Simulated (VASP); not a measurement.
Computed with PBE GGA with D4 dispersion, VASP's PBE PAW potentials (set 64) (plane waves; VASP 6.6.1).

The input files of a VASP run:

KPOINTS:
```
Regular mesh
0
G
12 12 7
```

### POSCAR
```
Y
1
    1.7931071718    -3.1057529922     0.0000000000
    1.7931071718     3.1057529922     0.0000000000
    0.0000000000     0.0000000000     5.5312824132
Y
2
Direct
  0.3333330000   0.6666670000   0.2500000000
  0.6666670000   0.3333330000   0.7500000000
```

### INCAR
```
ALGO = Normal
EDIFF = 1E-7
EDIFFG = -0.01
ENCUT = 520
GGA = PE
IBRION = 2
ISIF = 4
ISMEAR = 1
IVDW = 13
LASPH = T
LCHARG = F
LMAXMIX = 4
LREAL = F
LWAVE = F
NELM = 100
NSW = 30
PREC = Accurate
SIGMA = 0.1
SYSTEM = Y
```

POTCAR, in this order: Y_sv (PBE.64 set). Program: vasp_std.

The run wrote:

OSZICAR:
```
       N       E                     dE             d eps       ncg     rms          rms(c)
DAV:   1     0.873931349030E+02    0.87393E+02   -0.11729E+04  2280   0.140E+03
DAV:   2    -0.571436037852E+01   -0.93107E+02   -0.92216E+02  2848   0.287E+02
DAV:   3    -0.130447744176E+02   -0.73304E+01   -0.72303E+01  4363   0.480E+01
DAV:   4    -0.131676044286E+02   -0.12283E+00   -0.12280E+00  2456   0.722E+00
DAV:   5    -0.131713329419E+02   -0.37285E-02   -0.37284E-02  3289   0.895E-01    0.346E+01
DAV:   6    -0.128754982888E+02    0.29583E+00   -0.40784E-01  2287   0.471E+00    0.214E+01
DAV:   7    -0.128377419671E+02    0.37756E-01   -0.80978E-01  2998   0.608E+00    0.180E+00
DAV:   8    -0.128276810153E+02    0.10061E-01   -0.16483E-01  2756   0.268E+00    0.968E-01
DAV:   9    -0.128268641385E+02    0.81688E-03   -0.44003E-03  3110   0.477E-01    0.390E-01
DAV:  10    -0.128269767117E+02   -0.11257E-03   -0.15961E-03  2456   0.413E-01    0.243E-01
DAV:  11    -0.128269439486E+02    0.32763E-04   -0.10848E-04  3333   0.103E-01    0.232E-02
DAV:  12    -0.128269404939E+02    0.34548E-05   -0.19321E-05  2632   0.441E-02    0.240E-02
DAV:  13    -0.128269419272E+02   -0.14334E-05   -0.57545E-06  2574   0.256E-02    0.148E-03
DAV:  14    -0.128269421389E+02   -0.21164E-06   -0.22213E-07  2760   0.321E-03    0.214E-03
DAV:  15    -0.128269420322E+02    0.10665E-06   -0.36478E-08  1553   0.197E-03    0.569E-04
DAV:  16    -0.128269420463E+02   -0.14082E-07   -0.43613E-09  1413   0.493E-04
   1 F= -.13338834E+02 E0= -.13337600E+02  d E =-.133388E+02
       N       E                     dE             d eps       ncg     rms          rms(c)
DAV:   1    -0.128298729837E+02   -0.29310E-02   -0.13904E-01  2280   0.303E+00    0.259E-01
DAV:   2    -0.128283063767E+02    0.15666E-02   -0.40613E-03  2462   0.457E-01    0.158E-01
DAV:   3    -0.128276447803E+02    0.66160E-03   -0.17419E-03  2896   0.316E-01    0.108E-01
DAV:   4    -0.128276518832E+02   -0.71029E-05   -0.53700E-05  2770   0.549E-02    0.359E-02
DAV:   5    -0.128276435928E+02    0.82904E-05   -0.24456E-05  2980   0.385E-02    0.436E-03
DAV:   6    -0.128276436750E+02   -0.82251E-07   -0.85568E-07  2840   0.676E-03
   2 F= -.13339516E+02 E0= -.13338395E+02  d E =-.681594E-03
       N       E                     dE             d eps       ncg     rms          rms(c)
DAV:   1    -0.128298651901E+02   -0.22216E-02   -0.12225E-01  2280   0.284E+00    0.244E-01
DAV:   2    -0.128284748677E+02    0.13903E-02   -0.35822E-03  2441   0.428E-01    0.150E-01
DAV:   3    -0.128278893849E+02    0.58548E-03   -0.15478E-03  2896   0.297E-01    0.102E-01
DAV:   4    -0.128278953650E+02   -0.59801E-05   -0.47120E-05  2763   0.515E-02    0.340E-02
DAV:   5    -0.128278881897E+02    0.71753E-05   -0.21088E-05  2973   0.356E-02    0.410E-03
DAV:   6    -0.128278882668E+02   -0.77106E-07   -0.72954E-07  2833   0.625E-03
   3 F= -.13339746E+02 E0= -.13338776E+02  d E =-.911602E-03
```

File OUTCAR:
```
------------------------ aborting loop because EDIFF is reached ----------------------------------------
  Edisp (eV):   -0.51186
  FORCE on cell =-STRESS in cart. coord.  units (eV):
  Direction    XX          YY          ZZ          XY          YZ          ZX
  --------------------------------------------------------------------------------------
  Total       0.58417     0.58417     0.59070     0.00000     0.00000     0.00000
  in kB      15.19211    15.19211    15.36196     0.00000     0.00000     0.00000
  external pressure =       15.25 kB  Pullay stress =        0.00 kB
  volume of cell :       61.61
      direct lattice vectors                 reciprocal lattice vectors
     1.786493953 -3.094298574 -0.000000000     0.279877801 -0.161587509 -0.000000000
     1.786493953  3.094298574 -0.000000000     0.279877801  0.161587509  0.000000000
     0.000000000 -0.000000000  5.572309435     0.000000000  0.000000000  0.179458806
 POSITION                                       TOTAL-FORCE (eV/Angst)
 -----------------------------------------------------------------------------------
      1.78649      1.03143      1.39308        -0.000000      0.000000      0.000000
      1.78649     -1.03143      4.17923         0.000000     -0.000000     -0.000000
 -----------------------------------------------------------------------------------
    total drift:                               -0.000060      0.000509     -0.000010
  FREE ENERGIE OF THE ION-ELECTRON SYSTEM (eV)
  ---------------------------------------------------
  free  energy   TOTEN  =       -13.3397455166 eV

  energy  without entropy=      -13.3368364872  energy(sigma->0) =      -13.33877584

 reached required accuracy - stopping structural energy minimisation
```
(Selected blocks of OUTCAR.)

File CONTCAR:
```
Y
   1.00000000000000
     1.7864939532313771   -3.0942985737012982   -0.0000000000000000
     1.7864939532313771    3.0942985737012982   -0.0000000000000000
     0.0000000000000000   -0.0000000000000000    5.5723094353139428
  Y
     2
Direct
     0.3333330000000032    0.6666669999999968    0.2500000000000000
     0.6666669999999968    0.3333330000000032    0.7500000000000000
```

The compound is Y in the hcp structure. This cell is one point of a volume scan, at 0.97 of the reference volume. Symmetry was kept, so distortions that lower it aren't found.
